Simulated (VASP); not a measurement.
OSZICAR of a VASP run on VAl (relaxed from the wurtzite structure, space group P6_3/mmc):

### OSZICAR
```
       N       E                     dE             d eps       ncg     rms          rms(c)
DAV:   1     0.278598595597E+03    0.27860E+03   -0.16879E+04  2328   0.127E+03
DAV:   2    -0.116454958254E+02   -0.29024E+03   -0.28350E+03  1944   0.425E+02
DAV:   3    -0.274966584749E+02   -0.15851E+02   -0.14906E+02  2720   0.885E+01
DAV:   4    -0.278868761834E+02   -0.39022E+00   -0.38418E+00  2488   0.127E+01
DAV:   5    -0.278956361028E+02   -0.87599E-02   -0.87448E-02  2412   0.184E+00    0.228E+01
DAV:   6    -0.256171608946E+02    0.22785E+01   -0.94533E+01  2352   0.668E+01    0.148E+01
DAV:   7    -0.230376717077E+02    0.25795E+01   -0.31405E+01  2340   0.395E+01    0.424E+00
DAV:   8    -0.228902144044E+02    0.14746E+00   -0.14237E+00  2448   0.825E+00    0.102E+00
DAV:   9    -0.228769157365E+02    0.13299E-01   -0.35013E-02  2308   0.183E+00    0.398E-01
DAV:  10    -0.228747621504E+02    0.21536E-02   -0.11048E-02  2844   0.790E-01    0.126E-01
DAV:  11    -0.228747088153E+02    0.53335E-04   -0.14995E-03  2452   0.307E-01    0.530E-02
DAV:  12    -0.228746897868E+02    0.19029E-04   -0.16350E-04  2460   0.820E-02    0.101E-02
DAV:  13    -0.228747033832E+02   -0.13596E-04   -0.58506E-06  2484   0.205E-02    0.303E-03
DAV:  14    -0.228747004265E+02    0.29567E-05   -0.28563E-07  1836   0.488E-03    0.823E-04
DAV:  15    -0.228746997417E+02    0.68482E-06   -0.14421E-08  1160   0.105E-03    0.229E-04
DAV:  16    -0.228746998923E+02   -0.15056E-06   -0.26318E-09  1044   0.510E-04    0.111E-04
DAV:  17    -0.228746999309E+02   -0.38643E-07   -0.11741E-09  1016   0.263E-04
   1 F= -.22874700E+02 E0= -.22874700E+02  d E =0.000000E+00
```

Q: Which electronic solver shows in the log?

A: It is blocked Davidson (ALGO = Normal, or the opening steps of other solvers). The INCAR had ALGO = Normal.

Q: How was spin treated?

A: Without spin polarisation: there is no mag entry.

Q: Can the final energy be trusted as converged?

A: The run converged. It stopped with EDIFF = 1E-7, NELM = 100 (PBEsol GGA, plane waves, VASP's PBE PAW potentials (set 64)).

The structure was generated: VAl was put into the wurtzite type (P6_3mc), which need not be its known phase. It was relaxed first, which changed the volume by -37 %. The relaxed cell has space group P6_3/mmc. The run is not spin-polarised, so no magnetic state was tried.
